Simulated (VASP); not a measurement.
The input files of a VASP run:

File POSCAR:
```
Li2O
1
    0.0000000000     2.2911441093     2.3140555504
    2.2911441093     0.0000000000     2.3140555504
    2.2911441093     2.2911441093     0.0000000000
Li O
2 1
Direct
  0.2500000000   0.2500000000   0.2500000000
  0.7500000000   0.7500000000   0.7500000000
  0.0000000000   1.0000000000   1.0000000000
```

INCAR:
```
! general
SYSTEM   =  Li2O
PREC     =  Accurate
ENCUT    =  600
LREAL    =  F
LASPH    =  T

! electronic loop
EDIFF    =  1E-7
NELM     =  100
ALGO     =  Normal
LMIXTAU  =  T

! smearing
ISMEAR   =  0
SIGMA    =  0.05

! functional
METAGGA  =  R2SCAN

! ions
IBRION   =  2
NSW      =  30
ISIF     =  2
EDIFFG   =  -0.01

! output
LWAVE    =  F
LCHARG   =  F
```

### KPOINTS
```
Automatic mesh
0
Gamma
8 8 8
```

POTCAR, in this order: Li_sv O (PBE.64 set). Program: vasp_std.

### Question
Write an equivalent input for Ansatz.

### Answer
One equivalent input (not run):
Ansatz 0.2 input:
```yaml
crystal:
  lattice:
    - [0.0000000, 2.2911441, 2.3140556]
    - [2.2911441, 0.0000000, 2.3140556]
    - [2.2911441, 2.2911441, 0.0000000]
  atoms:
    - { symbol: Li, position: [0.2500000, 0.2500000, 0.2500000] }
    - { symbol: Li, position: [0.7500000, 0.7500000, 0.7500000] }
    - { symbol: O, position: [0.0000000, 1.0000000, 1.0000000] }
kpoints:
  mp_grid: { grid: [8, 8, 8] }
hamiltonian:
  xc: r2scan
  pseudopotentials: { kind: paw }
scf:
  occupations: { method: gaussian, width: 0.05 }
  max_iter: 100
relax:
  max_steps: 30
  f_tol: 0.01
output: { forces: true, stress: true, eigenvalues: true }
```
What does not carry over: each code has its own PAW files, so the cut-off isn't converted (ENCUT is set for VASP's; basis.ecutwfc is left out, and Ansatz then takes the one that its files recommend); Ansatz stops its SCF on the density residual and VASP on the energy change (EDIFF).

The compound is Li2O in the antifluorite structure. This cell was strained or had an atom moved on purpose.
